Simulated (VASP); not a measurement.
# YSe: formation energy of Se on the Y site, part 3 of 5

How easily does Se on the Y site form in YSe? The host is relaxed first, then a supercell is run with and without the defect. The start is a cell from a database of measured crystal structures.

VASP 6.6.1, plane waves and PAW; the level of theory is named at each step.

So far. Step 2 (The host at zero pressure): The run ended after 3 ionic steps, 0.001 eV below its first step, once forces and stress met EDIFFG = -0.02. Step 3 (The perfect supercell): The host is treated as a metal, as its relaxation found a gap under 0.3 eV or none, and only the neutral defect is run.

**4. Reference Se**

This step: PBEsol; plane waves and PAW (Se) (VASP 6.6.1).

System of this step: Se. It takes space group P3_121 (No. 152, trigonal). The conventional cell has a = 4.505 Å, b = 4.505 Å, c = 4.979 Å, α = 90.00°, β = 90.00°, γ = 120.00°. Se has 2 Se at 2.38 Å nearest.

The reference for Se is its crystal, relaxed at the cutoff of the large cell.

Contents of INCAR:

```
SYSTEM = Se
PREC = Normal
ENCUT = 300
EDIFF = 1E-05
NELM = 120
ISMEAR = 0
SIGMA = 0.1
LREAL = Auto
ALGO = Fast
GGA = PS
NBANDS = 15
LORBIT = 11
LWAVE = .FALSE.
LCHARG = .FALSE.
KPAR = 4
IBRION = 2
NSW = 25
ISIF = 3
EDIFFG = -0.02
POTIM = 0.4
```

Contents of POSCAR:

```
Se
1.0
    4.5048207049      0.0000000000      0.0000000000
   -2.2524103524      3.9012891699      0.0000000000
    0.0000000000      0.0000000000      4.9787963167
Se
3
Direct
    0.2178929800      0.0000000000      0.3333333300
    0.0000000000      0.2178929800      0.6666666700
    0.7821070200      0.7821070200      0.0000000000
```

Contents of KPOINTS:

```
Automatic mesh
0
Gamma
7 7 6
0 0 0
```

The projector-augmented-wave data sets are Se (PBE family, release 64).

Launch:

```console
$ mpirun -np 4 vasp_std
```

Log:

```text
[banner, memory and clock lines left out]
running    4 mpi-ranks, on    1 nodes
 distrk:  each k-point on    1 cores,    4 groups
 distr:  one band on    1 cores,    1 groups

 POSCAR found type information on POSCAR Se
 POSCAR found :  1 types and       3 ions
|                                                                             |
|               ----> ADVICE to this user running VASP <----                  |
|                                                                             |
|     You have a (more or less) 'small supercell' and for smaller cells       |
|     it is recommended to use the reciprocal-space projection scheme!        |
|     The real-space optimization is not efficient for small cells and it     |
|     is also less accurate ...                                               |
|     Therefore, set LREAL=.FALSE. in the INCAR file.                         |
|                                                                             |

 [... a notice as in an earlier step ...]

 LDA part: xc-table for (Slater+PW92), standard interpolation
 POSCAR, INCAR and KPOINTS ok, starting setup
 FFT: planning ... GRIDC
 FFT: planning ... GRID_SOFT
 FFT: planning ... GRID
 WAVECAR not read
 entering main loop
       N       E                     dE             d eps       ncg     rms          rms(c)
DAV:   1     0.613584892482E+02    0.61358E+02   -0.52524E+03  1200   0.637E+02
DAV:   2    -0.772800234982E+01   -0.69086E+02   -0.66274E+02  1613   0.136E+02
DAV:   3    -0.115202390360E+02   -0.37922E+01   -0.37810E+01  1410   0.368E+01
DAV:   4    -0.115448072236E+02   -0.24568E-01   -0.24562E-01  1613   0.353E+00
DAV:   5    -0.115450035490E+02   -0.19633E-03   -0.19632E-03  1452   0.298E-01    0.681E+00
RMM:   6    -0.114564767546E+02    0.88527E-01   -0.38551E-02  1200   0.115E+00    0.408E+00
RMM:   7    -0.114231649150E+02    0.33312E-01   -0.78311E-02  1222   0.178E+00    0.202E-01
RMM:   8    -0.114224961943E+02    0.66872E-03   -0.63991E-03  1200   0.551E-01    0.487E-02
RMM:   9    -0.114225660955E+02   -0.69901E-04   -0.52786E-04  1200   0.170E-01    0.362E-02
RMM:  10    -0.114225809828E+02   -0.14887E-04   -0.83494E-05  1187   0.655E-02    0.128E-02
RMM:  11    -0.114225816683E+02   -0.68543E-06   -0.22039E-05   908   0.303E-02
   1 F= -.11422582E+02 E0= -.11422582E+02  d E =-.114226E+02
 curvature:   0.00 expect dE= 0.000E+00 dE for cont linesearch  0.000E+00
 trial: gam= 0.00000 g(F)=  0.449E-02 g(S)=  0.700E-02 ort = 0.000E+00 (trialstep = 0.100E+01)
 search vector abs. value=  0.115E-01
 bond charge predicted
       N       E                     dE             d eps       ncg     rms          rms(c)
DAV:   1    -0.114478606492E+02   -0.25280E-01   -0.53147E-01  1228   0.391E+00    0.511E-01
RMM:   2    -0.114372137248E+02    0.10647E-01   -0.19674E-02  1200   0.815E-01    0.267E-01
RMM:   3    -0.114337345035E+02    0.34792E-02   -0.12897E-02  1200   0.586E-01    0.862E-02
RMM:   4    -0.114338227998E+02   -0.88296E-04   -0.84865E-04  1200   0.198E-01    0.563E-02
RMM:   5    -0.114338424278E+02   -0.19628E-04   -0.14594E-04  1200   0.755E-02    0.247E-02
RMM:   6    -0.114338453834E+02   -0.29556E-05   -0.19496E-05   910   0.299E-02
   2 F= -.11433845E+02 E0= -.11433845E+02  d E =-.112637E-01
[... from here on, the cycles between the ionic steps are left out ...]
   3 F= -.11463797E+02 E0= -.11463797E+02  d E =-.412156E-01
   4 F= -.11490671E+02 E0= -.11490671E+02  d E =-.680895E-01
   5 F= -.11494174E+02 E0= -.11494174E+02  d E =-.350280E-02
   6 F= -.11503655E+02 E0= -.11503655E+02  d E =-.129834E-01
   7 F= -.11518061E+02 E0= -.11518061E+02  d E =-.273899E-01
   8 F= -.11530081E+02 E0= -.11530081E+02  d E =-.394097E-01
   9 F= -.11536756E+02 E0= -.11536756E+02  d E =-.667540E-02
  10 F= -.11543516E+02 E0= -.11543516E+02  d E =-.134353E-01
  11 F= -.11543514E+02 E0= -.11543514E+02  d E =-.134333E-01
  12 F= -.11543526E+02 E0= -.11543526E+02  d E =-.134450E-01
  13 F= -.11544359E+02 E0= -.11544359E+02  d E =-.833019E-03
  14 F= -.11546429E+02 E0= -.11546429E+02  d E =-.290353E-02
  15 F= -.11548648E+02 E0= -.11548648E+02  d E =-.512250E-02
  16 F= -.11548809E+02 E0= -.11548809E+02  d E =-.528268E-02
  17 F= -.11549054E+02 E0= -.11549054E+02  d E =-.245602E-03
  18 F= -.11549136E+02 E0= -.11549136E+02  d E =-.327749E-03
  19 F= -.11549274E+02 E0= -.11549274E+02  d E =-.137622E-03
  20 F= -.11549611E+02 E0= -.11549611E+02  d E =-.475231E-03
 curvature:  -2.13 expect dE=-0.603E-03 dE for cont linesearch -0.188E-03
 ZBRENT: increasing intervall
 opt :   2.7620  next Energy=   -11.550046 (dE=-0.910E-03)
 bond charge predicted
       N       E                     dE             d eps       ncg     rms          rms(c)
DAV:   1    -0.115529188866E+02   -0.33093E-02   -0.18157E-01  1228   0.235E+00    0.279E-01
RMM:   2    -0.115507600041E+02    0.21589E-02   -0.70653E-03  1200   0.520E-01    0.145E-01
RMM:   3    -0.115498797213E+02    0.88028E-03   -0.25886E-03  1200   0.285E-01    0.545E-02
RMM:   4    -0.115498875772E+02   -0.78559E-05   -0.27946E-04  1200   0.108E-01    0.297E-02
RMM:   5    -0.115498915637E+02   -0.39865E-05   -0.25034E-05   942   0.335E-02
  21 F= -.11549892E+02 E0= -.11549892E+02  d E =-.755314E-03
 curvature:  -4.92 expect dE=-0.148E-03 dE for cont linesearch -0.236E-05
 trial: gam=-0.07001 g(F)=  0.588E-05 g(S)=  0.242E-04 ort = 0.279E-04 (trialstep = 0.773E+00)
 search vector abs. value=  0.341E-04
 reached required accuracy - stopping structural energy minimisation
```

Elapsed: 32 s, on 4 MPI ranks of AMD EPYC 7R43, shared host; peak memory 0.49 GiB.

From OUTCAR (step 4):

```text
  LATTYP: Found a hexagonal cell.
 ALAT       =     4.5048207049
 C/A-ratio  =     1.1052152001

 Subroutine GETGRP returns: Found  6 space group operations
 (whereof  2 operations were pure point group operations)

The static configuration has the point symmetry C_2 .
 The point group associated with its full space group is D_3 .

 Found     40 irreducible k-points:

   k-points           NKPTS =     40   k-points in BZ     NKDIM =     40   number of bands    NBANDS=     15

   dimension x,y,z NGX =    20 NGY =   20 NGZ =   24
   dimension x,y,z NGXF=    40 NGYF=   40 NGZF=   48

   ENCUT  =  300.0 eV  22.05 Ry    4.70 a.u.   6.36  6.36  7.03*2*pi/ulx,y,z

   NELECT =      18.0000    total number of electrons

 E-fermi :   4.1844

 k-point     1 :       0.0000    0.0000    0.0000
  band No.  band energies     occupation
    ...
      5       0.3860      2.00000
      6       0.3860      2.00000
      7       1.9237      2.00000
      8       1.9237      2.00000
      9       3.2489      2.00000
     10       5.1990      0.00000
     11       5.1990      0.00000
     12       5.8470      0.00000
     13      10.0529      0.00000
     14      10.0529      0.00000
    ...

 k-point     2 :       0.1429    0.0000    0.0000
  band No.  band energies     occupation
    ...
      5      -0.1479      2.00000
      6       0.2952      2.00000
      7       2.1578      2.00000
      8       2.5863      2.00000
      9       3.1488      2.00000
     10       4.9997      0.00000
     11       5.1700      0.00000
     12       5.8471      0.00000
     13       9.7379      0.00000
     14       9.9828      0.00000
    ...

  Total        0.0003507      0.0003507     -0.0433559      0.0000000      0.0000000      0.0000000
  in kB        0.0078093      0.0078093     -0.9655186      0.0000000      0.0000000      0.0000000
  external PRESSURE =      -0.3166333 kB  Pullay stress =       0.0000000 kB

  energy-cutoff  :      300.00
  volume of cell :       71.94
      direct lattice vectors                 reciprocal lattice vectors
     4.017552827 -0.000000000  0.000000000     0.248907741  0.143706951 -0.000000000
    -2.008776414  3.479302809 -0.000000000     0.000000000  0.287413903 -0.000000000
     0.000000000  0.000000000  5.146877698    -0.000000000  0.000000000  0.194292551

 POSITION                                       TOTAL-FORCE (eV/Angst)
 -----------------------------------------------------------------------------------
      1.00554     -0.00000      1.71563         0.007128     -0.000000      0.000000
      3.51478      0.87082      3.43125        -0.003564      0.006173     -0.000000
      1.50601      2.60848     -0.00000        -0.003564     -0.006173      0.000000
 -----------------------------------------------------------------------------------
    total drift:                                0.000002     -0.000005      0.000000

  FREE ENERGIE OF THE ION-ELECTRON SYSTEM (eV)
  ---------------------------------------------------
  free  energy   TOTEN  =       -11.5498915637 eV

  energy  without entropy=      -11.5498915637  energy(sigma->0) =      -11.54989156

 total charge
# of ion       s       p       d       tot
------------------------------------------
    1        1.526   2.127   0.057   3.710
    2        1.526   2.127   0.057   3.710
    3        1.526   2.127   0.057   3.710
--------------------------------------------------
tot          4.579   6.382   0.171  11.131

[... 1 part as in an earlier step ...]

[... 7 further parts left out ...]
```

The gap is read on the k-mesh alone, so it is an upper bound where the band edges lie off the mesh. After so large a change of volume the plane waves of the start cell no longer fit, so the final stress carries a basis-set error. The run keeps the 6 symmetry operations of its start, so it cannot find a distortion of lower symmetry.

The steps of the relaxation:

```tsv
step	energy less that of the first step (eV)	largest force (eV/Å)	pressure (GPa)	volume (Å³)
1	0.0000	0.1970	-0.69	87.50
2	-0.0113	0.2192	-0.54	86.23
3	-0.0412	0.3040	0.13	82.49
4	-0.0681	0.4987	2.36	75.29
5	-0.0716	0.4769	2.30	75.07
6	-0.0811	0.4110	2.13	74.42
7	-0.0955	0.2954	2.01	73.13
8	-0.1075	0.1190	1.97	70.55
9	-0.1142	0.0677	1.34	71.23
10	-0.1209	0.0544	0.00	72.85
11	-0.1209	0.0648	-0.17	73.00
12	-0.1209	0.0618	-0.14	72.96
13	-0.1218	0.0519	-0.13	72.94
14	-0.1238	0.0243	-0.09	72.90
15	-0.1261	0.0279	0.00	72.80
16	-0.1262	0.0472	0.02	72.77
17	-0.1265	0.0265	-0.12	72.78
18	-0.1266	0.0055	-0.27	72.80
19	-0.1267	0.0066	-0.24	72.72
20	-0.1270	0.0071	-0.19	72.46
21	-0.1273	0.0071	-0.03	71.94
```

```tsv
conventional cell, symmetrised	before	after	change
a (Å)	4.505	4.018	-10.8 %
b (Å)	4.505	4.018	-10.8 %
c (Å)	4.979	5.147	+3.4 %
volume (Å³/atom)	29.17	23.98	-17.8 %
```

The atoms that moved most (Å, as changes of fractional coordinates times the final cell):

```tsv
atom	dx	dy	dz	length
Se3	-0.065	-0.113	0.000	0.130
Se1	0.130	0.000	0.000	0.130
Se2	-0.065	0.113	0.000	0.130
```

Final coordinates:

```
Se
1.0
     4.01755    0.00000    0.00000
    -2.00878    3.47930    0.00000
     0.00000    0.00000    5.14688
Se
3
Direct
  0.25029 0.00000 0.33333
  0.00000 0.25029 0.66667
  0.74971 0.74971 0.00000
```

This step gave:

```
electronic cycles                               : 108
electrons                                       : 18
free energy (TOTEN)                             : -11.55 eV
Fermi energy                                    : 4.184 eV
labelled metallic, from the levels on this mesh : no
gap on the k-mesh                               : 0.8807 eV
least direct gap on the k-mesh                  : 1.069 eV
```

The run ended after 21 ionic steps, 0.127 eV below its first step, once forces and stress met EDIFFG = -0.02.

Energy at zero smearing: -11.54989 eV.

**5. Reference Y**

This step: PBEsol; plane waves and PAW (Y_sv) (VASP 6.6.1).

System of this step: Y. The structure is hexagonal, space group P6_3/mmc (No. 194). The conventional cell has a = 3.650 Å, b = 3.650 Å, c = 5.734 Å, α = 90.00°, β = 90.00°, γ = 120.00°. Nearest to Y lie 12 Y at 3.56 to 3.65 Å.

The reference for Y is its crystal, relaxed at the cutoff of the large cell.

INCAR: that of step 4 with these lines changed.

```diff
@@ -1,2 +1,2 @@
-SYSTEM = Se
+SYSTEM = Y
 PREC = Normal
@@ -5,3 +5,3 @@
 NELM = 120
-ISMEAR = 0
+ISMEAR = 1
 SIGMA = 0.1
@@ -10,3 +10,3 @@
 GGA = PS
-NBANDS = 15
+NBANDS = 17
 LORBIT = 11
```

Contents of POSCAR:

```
Y
1.0
    3.6500000000      0.0000000000      0.0000000000
   -1.8250000000      3.1609927238      0.0000000000
    0.0000000000      0.0000000000      5.7341500000
Y
2
Direct
    0.0000000000      0.0000000000      0.0000000000
    0.3333333333      0.6666666667      0.5000000000
```

Contents of KPOINTS:

```
Automatic mesh
0
Gamma
8 8 5
0 0 0
```

The projector-augmented-wave data sets are Y_sv (PBE family, release 64).

Launch:

```console
$ mpirun -np 4 vasp_std
```

Log:

```text
[banner, memory and clock lines left out]
running    4 mpi-ranks, on    1 nodes
 distrk:  each k-point on    1 cores,    4 groups
 distr:  one band on    1 cores,    1 groups

 POSCAR found type information on POSCAR Y
 POSCAR found :  1 types and       2 ions
 [... a notice as in an earlier step ...]

 [... a notice as in an earlier step ...]

 LDA part: xc-table for (Slater+PW92), standard interpolation
 POSCAR, INCAR and KPOINTS ok, starting setup
 FFT: planning ... GRIDC
 FFT: planning ... GRID_SOFT
 FFT: planning ... GRID
 WAVECAR not read
 entering main loop
       N       E                     dE             d eps       ncg     rms          rms(c)
DAV:   1     0.577439385646E+02    0.57744E+02   -0.87487E+03  1060   0.837E+02
DAV:   2    -0.924242560718E+01   -0.66986E+02   -0.66015E+02  1306   0.198E+02
DAV:   3    -0.139587304454E+02   -0.47163E+01   -0.47045E+01  1720   0.326E+01
DAV:   4    -0.140774926312E+02   -0.11876E+00   -0.11869E+00  1260   0.536E+00
DAV:   5    -0.140805787992E+02   -0.30862E-02   -0.30859E-02  1492   0.686E-01    0.332E+01
RMM:   6    -0.136811576546E+02    0.39942E+00   -0.43865E-01  1076   0.380E+00    0.207E+01
RMM:   7    -0.136096084030E+02    0.71549E-01   -0.11206E+00  1177   0.595E+00    0.179E+00
RMM:   8    -0.135897702742E+02    0.19838E-01   -0.15056E-01  1104   0.238E+00    0.796E-01
RMM:   9    -0.135916003592E+02   -0.18301E-02   -0.26940E-02  1341   0.726E-01    0.633E-01
RMM:  10    -0.135938661389E+02   -0.22658E-02   -0.99177E-03  1465   0.359E-01    0.196E+00
RMM:  11    -0.135916589158E+02    0.22072E-02   -0.28453E-03  1253   0.415E-01    0.128E-01
RMM:  12    -0.135917820514E+02   -0.12314E-03   -0.65662E-04  1404   0.144E-01    0.325E-01
RMM:  13    -0.135917604074E+02    0.21644E-04   -0.28571E-04  1266   0.728E-02    0.131E-01
RMM:  14    -0.135917596412E+02    0.76614E-06   -0.12920E-04  1140   0.570E-02    0.342E-02
RMM:  15    -0.135917635395E+02   -0.38982E-05   -0.65632E-05   971   0.340E-02
   1 F= -.13591764E+02 E0= -.13590535E+02  d E =-.135918E+02
 curvature:   0.00 expect dE= 0.000E+00 dE for cont linesearch  0.000E+00
 trial: gam= 0.00000 g(F)=  0.999E-49 g(S)=  0.555E-01 ort = 0.000E+00 (trialstep = 0.100E+01)
 search vector abs. value=  0.555E-01
 bond charge predicted
       N       E                     dE             d eps       ncg     rms          rms(c)
DAV:   1    -0.141916898142E+02   -0.59993E+00   -0.11693E+01  1587   0.216E+01    0.529E+00
RMM:   2    -0.136690831973E+02    0.52261E+00   -0.86998E-01  1105   0.654E+00    0.259E+00
RMM:   3    -0.135667748070E+02    0.10231E+00   -0.12694E+00  1176   0.628E+00    0.230E+00
RMM:   4    -0.135913334077E+02   -0.24559E-01   -0.17326E-01  1258   0.228E+00    0.516E-01
RMM:   5    -0.136071339072E+02   -0.15800E-01   -0.76418E-02  1423   0.100E+00    0.427E-01
RMM:   6    -0.136181425951E+02   -0.11009E-01   -0.27721E-02  1458   0.609E-01    0.127E-01
RMM:   7    -0.136213693405E+02   -0.32267E-02   -0.16835E-02  1472   0.374E-01    0.155E-01
RMM:   8    -0.136218215587E+02   -0.45222E-03   -0.33718E-03  1398   0.209E-01    0.699E-02
RMM:   9    -0.136219551699E+02   -0.13361E-03   -0.12059E-03  1291   0.108E-01    0.951E-02
RMM:  10    -0.136219947479E+02   -0.39578E-04   -0.37166E-04  1101   0.658E-02    0.964E-02
RMM:  11    -0.136220539706E+02   -0.59223E-04   -0.23681E-04  1102   0.509E-02    0.151E-01
RMM:  12    -0.136221340030E+02   -0.80032E-04   -0.14867E-04  1138   0.610E-02    0.247E-01
RMM:  13    -0.136221560840E+02   -0.22081E-04   -0.63013E-05   936   0.306E-02    0.280E-01
RMM:  14    -0.136221076312E+02    0.48453E-04   -0.26263E-05   803   0.357E-02    0.197E-01
RMM:  15    -0.136220848936E+02    0.22738E-04   -0.29806E-05   835   0.404E-02    0.127E-01
RMM:  16    -0.136220679510E+02    0.16943E-04   -0.31186E-05   864   0.423E-02    0.765E-02
RMM:  17    -0.136220644003E+02    0.35507E-05   -0.12971E-05   733   0.263E-02
   2 F= -.13622064E+02 E0= -.13620428E+02  d E =-.303009E-01
[...]
3 F= -.13621921E+02 E0= -.13620296E+02  d E =-.301577E-01
[...]
4 F= -.13621980E+02 E0= -.13620347E+02  d E =-.584502E-04
[...]
5 F= -.13622104E+02 E0= -.13620450E+02  d E =-.182836E-03
[...]
6 F= -.13622118E+02 E0= -.13620462E+02  d E =-.136133E-04
[...]
7 F= -.13622146E+02 E0= -.13620487E+02  d E =-.416348E-04
 curvature:  -0.24 expect dE=-0.470E-04 dE for cont linesearch -0.470E-04
 ZBRENT: increasing intervall
 opt :   0.8845  next Energy=   -13.622186 (dE=-0.824E-04)
 bond charge predicted
       N       E                     dE             d eps       ncg     rms          rms(c)
DAV:   1    -0.136225218260E+02   -0.38302E-03   -0.72445E-03  1388   0.555E-01    0.129E-01
RMM:   2    -0.136222059894E+02    0.31584E-03   -0.74476E-04  1120   0.187E-01    0.595E-02
RMM:   3    -0.136221409175E+02    0.65072E-04   -0.69911E-04  1148   0.148E-01    0.529E-02
RMM:   4    -0.136221681004E+02   -0.27183E-04   -0.11780E-04  1040   0.595E-02    0.917E-03
RMM:   5    -0.136221764697E+02   -0.83693E-05   -0.76124E-05   925   0.362E-02
   8 F= -.13622176E+02 E0= -.13620510E+02  d E =-.723799E-04
 curvature:  -0.21 expect dE=-0.538E-06 dE for cont linesearch -0.530E-06
 trial: gam=-0.11200 g(F)=  0.215E-47 g(S)=  0.260E-05 ort = 0.190E-04 (trialstep = 0.248E+00)
 search vector abs. value=  0.111E-06
 reached required accuracy - stopping structural energy minimisation
```

Wall time 13 s (4 MPI ranks); peak memory 0.43 GiB; 49 s of CPU time.

From OUTCAR (step 5):

```text
   k-points           NKPTS =     30   k-points in BZ     NKDIM =     30   number of bands    NBANDS=     17

   ENCUT  =  300.0 eV  22.05 Ry    4.70 a.u.   5.15  5.15  8.10*2*pi/ulx,y,z

   NELECT =      22.0000    total number of electrons

 E-fermi :   3.1160

 k-point     1 :       0.0000    0.0000    0.0000
  band No.  band energies     occupation
    ...
      6     -19.0114      2.00000
      7     -19.0114      2.00000
      8     -18.9687      2.00000
      9      -1.6346      2.00000
     10       1.1988      2.00000
     11       4.2387     -0.00000
     12       4.9253     -0.00000
     13       4.9253     -0.00000
     14       5.2766      0.00000
     15       5.5795      0.00000
    ...

  Total       -0.0058649     -0.0058649     -0.0081296      0.0000000     -0.0000000      0.0000000
  in kB       -0.1508350     -0.1508350     -0.2090794      0.0000000     -0.0000000      0.0000000
  external PRESSURE =      -0.1702498 kB  Pullay stress =       0.0000000 kB

 POSITION                                       TOTAL-FORCE (eV/Angst)
 -----------------------------------------------------------------------------------
     -1.79141      3.10282     -0.00000         0.000000     -0.000000      0.000000
     -0.00000      2.06854      2.80193        -0.000000      0.000000     -0.000000
 -----------------------------------------------------------------------------------
    total drift:                                0.000000     -0.000000     -0.000000

  FREE ENERGIE OF THE ION-ELECTRON SYSTEM (eV)
  ---------------------------------------------------
  free  energy   TOTEN  =       -13.6221764697 eV

  energy  without entropy=      -13.6171758714  energy(sigma->0) =      -13.62050960

[... 1 part as in an earlier step ...]

[... 15 further parts left out ...]
```

The run keeps the 24 symmetry operations of its start, so it cannot find a distortion of lower symmetry.

The steps of the relaxation:

```tsv
step	energy less that of the first step (eV)	largest force (eV/Å)	pressure (GPa)	volume (Å³)
1	0.0000	0.0000	-2.36	66.16
2	-0.0303	0.0000	0.11	62.49
3	-0.0302	0.0000	-0.25	62.60
4	-0.0302	0.0000	-0.30	62.56
5	-0.0303	0.0000	-0.13	62.45
6	-0.0304	0.0000	-0.23	62.44
7	-0.0304	0.0000	-0.15	62.39
8	-0.0304	0.0000	-0.02	62.30
```

```tsv
conventional cell, symmetrised	before	after	change
a (Å)	3.650	3.583	-1.8 %
b (Å)	3.650	3.583	-1.8 %
c (Å)	5.734	5.604	-2.3 %
volume (Å³/atom)	33.08	31.15	-5.8 %
```

The relaxed structure:

```xyz
2
Lattice="3.5828 0.0000 0.0000 -1.7914 3.1028 0.0000 0.0000 0.0000 5.6039" Properties=species:S:1:pos:R:3 pbc="T T T"
Y     0.0000    0.0000    0.0000
Y     0.0000    2.0685    2.8019
```

This step gave:

* electronic cycles: 60
* electrons: 22
* free energy (TOTEN): -13.62 eV
* energy at zero smearing: -13.62 eV
* Fermi energy: 3.116 eV
* labelled metallic, from the levels on this mesh: yes

The run ended after 8 ionic steps, 0.030 eV below its first step, once forces and stress met EDIFFG = -0.02.

Energy at zero smearing: -13.62051 eV.

[end of part 3 of 5]

[Lines on the potential files, build, host, timing and source positions are cut from VASP's logs without a mark.]

[Logs are printed without paths, hosts, clocks, repeated set-up lines and the standing remarks that a program may print on its own settings, such as how far it seeks lower states.]

[Hosts, paths, dates, database ids (printed as entryN), source tags and the programs' standing remarks are cut or masked in the printed files.]

[In band tables of VASP the shares of atoms and orbitals are scaled to a sum of 1 inside the atoms' spheres.]

[Runs that stopped without an error message from VASP are left out.]
